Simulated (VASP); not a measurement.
Output of a VASP run:

File OSZICAR:
```
       N       E                     dE             d eps       ncg     rms          rms(c)
DAV:   1     0.147832721953E+03    0.14783E+03   -0.85613E+03   560   0.123E+03
DAV:   2     0.374213729106E+01   -0.14409E+03   -0.14063E+03   578   0.330E+02
DAV:   3    -0.895631620814E+01   -0.12698E+02   -0.12634E+02   772   0.105E+02
DAV:   4    -0.923645002885E+01   -0.28013E+00   -0.28002E+00   606   0.179E+01
DAV:   5    -0.924564752186E+01   -0.91975E-02   -0.91966E-02   766   0.316E+00    0.463E+00
DAV:   6    -0.875601763641E+01    0.48963E+00   -0.14981E+00   814   0.967E+00    0.327E+00
DAV:   7    -0.875714621831E+01   -0.11286E-02   -0.15483E-01   610   0.226E+00    0.188E+00
DAV:   8    -0.876080057567E+01   -0.36544E-02   -0.16839E-02   608   0.164E+00    0.272E-01
DAV:   9    -0.876032909227E+01    0.47148E-03   -0.35984E-03   864   0.615E-01    0.858E-02
DAV:  10    -0.876051429756E+01   -0.18521E-03   -0.36678E-04   578   0.127E-01    0.488E-02
DAV:  11    -0.876052354317E+01   -0.92456E-05   -0.66734E-05   688   0.992E-02    0.133E-02
DAV:  12    -0.876052455104E+01   -0.10079E-05   -0.42680E-06   716   0.229E-02    0.260E-03
DAV:  13    -0.876052461614E+01   -0.65096E-07   -0.12703E-07   370   0.480E-03
   1 F= -.87605246E+01 E0= -.87605246E+01  d E =-.876052E+01
       N       E                     dE             d eps       ncg     rms          rms(c)
DAV:   1    -0.911111214129E+01   -0.35059E+00   -0.11404E+01   692   0.651E+01    0.333E+00
DAV:   2    -0.881872950363E+01    0.29238E+00   -0.61880E-01   680   0.138E+01    0.121E+00
DAV:   3    -0.876867352863E+01    0.50056E-01   -0.21026E-01   692   0.812E+00    0.270E-01
DAV:   4    -0.876890900238E+01   -0.23547E-03   -0.44812E-03   560   0.582E-01    0.154E-01
DAV:   5    -0.876894760197E+01   -0.38600E-04   -0.75164E-04   696   0.344E-01    0.524E-02
DAV:   6    -0.876894014499E+01    0.74570E-05   -0.78739E-05   710   0.149E-01    0.998E-03
DAV:   7    -0.876894195015E+01   -0.18052E-05   -0.13058E-05   602   0.553E-02    0.355E-03
DAV:   8    -0.876894313576E+01   -0.11856E-05   -0.95453E-07   334   0.181E-02    0.168E-03
DAV:   9    -0.876894349746E+01   -0.36170E-06   -0.28288E-07   376   0.463E-03
   2 F= -.87689435E+01 E0= -.87689435E+01  d E =-.841888E-02
       N       E                     dE             d eps       ncg     rms          rms(c)
DAV:   1    -0.879445932449E+01   -0.25516E-01   -0.76469E-01   686   0.158E+01    0.905E-01
DAV:   2    -0.877337613928E+01    0.21083E-01   -0.44252E-02   686   0.381E+00    0.316E-01
DAV:   3    -0.877005725987E+01    0.33189E-02   -0.14232E-02   686   0.212E+00    0.843E-02
DAV:   4    -0.877009682075E+01   -0.39561E-04   -0.31191E-04   580   0.152E-01    0.444E-02
DAV:   5    -0.877011665962E+01   -0.19839E-04   -0.53476E-05   708   0.936E-02    0.156E-02
DAV:   6    -0.877011869307E+01   -0.20335E-05   -0.66675E-06   722   0.385E-02    0.290E-03
DAV:   7    -0.877011728715E+01    0.14059E-05   -0.69264E-07   352   0.118E-02    0.118E-03
DAV:   8    -0.877011685707E+01    0.43007E-06   -0.12518E-07   316   0.558E-03
   3 F= -.87701169E+01 E0= -.87701169E+01  d E =-.959224E-02
```

File OUTCAR:
```
------------------------ aborting loop because EDIFF is reached ----------------------------------------
  FORCE on cell =-STRESS in cart. coord.  units (eV):
  Direction    XX          YY          ZZ          XY          YZ          ZX
  --------------------------------------------------------------------------------------
  Total        0.0017843      0.0017843      0.0017843     -0.0000000      0.0000000     -0.0000000
  in kB        0.0528386      0.0528386      0.0528386     -0.0000000      0.0000000     -0.0000000
  external PRESSURE =       0.0528386 kB  Pullay stress =       0.0000000 kB
  volume of cell :       54.10
      direct lattice vectors                 reciprocal lattice vectors
     0.000000000  3.001906908  3.001906908    -0.166560795  0.166560795  0.166560795
     3.001906908  0.000000000  3.001906908     0.166560795 -0.166560795  0.166560795
     3.001906908  3.001906908  0.000000000     0.166560795  0.166560795 -0.166560795
  FREE ENERGIE OF THE ION-ELECTRON SYSTEM (eV)
  ---------------------------------------------------
  free  energy   TOTEN  =        -8.7701168571 eV

  energy  without entropy=       -8.7701168571  energy(sigma->0) =       -8.77011686

 reached required accuracy - stopping structural energy minimisation
```
(Selected blocks of OUTCAR.)

File POSCAR:
```
PbS
1
    0.0000000000     2.9700000000     2.9700000000
    2.9700000000     0.0000000000     2.9700000000
    2.9700000000     2.9700000000     0.0000000000
Pb S
1 1
Direct
  0.0000000000   0.0000000000   0.0000000000
  0.5000000000   0.5000000000   0.5000000000
```

Task: Write an INCAR and KPOINTS that could have produced this output.

Result: This is not unique; one that fits is the input of the run itself, PBE GGA, plane waves, VASP's PBE PAW potentials (set 64).

KPOINTS:
```
Automatic mesh
0
Gamma
7 7 7
0 0 0
```

INCAR:
```
SYSTEM = PbS
PREC = Accurate; ENCUT = 400; LREAL = .FALSE.
LASPH = .TRUE.
EDIFF = 1E-6; NELM = 100; ALGO = Normal
LMAXMIX = 4
ISMEAR = 0; SIGMA = 0.05
GGA = PE
IBRION = 2; NSW = 60; ISIF = 3
EDIFFG = -0.01
LWAVE = .FALSE.; LCHARG = .FALSE.
```

POTCAR, in this order: Pb_d S (PBE.64 set). Program: vasp_std.

Energy and stress use the plane-wave basis of the starting cell.

The compound is PbS in the rock salt structure. This run relaxes it. Symmetry was kept, so distortions that lower it aren't found.
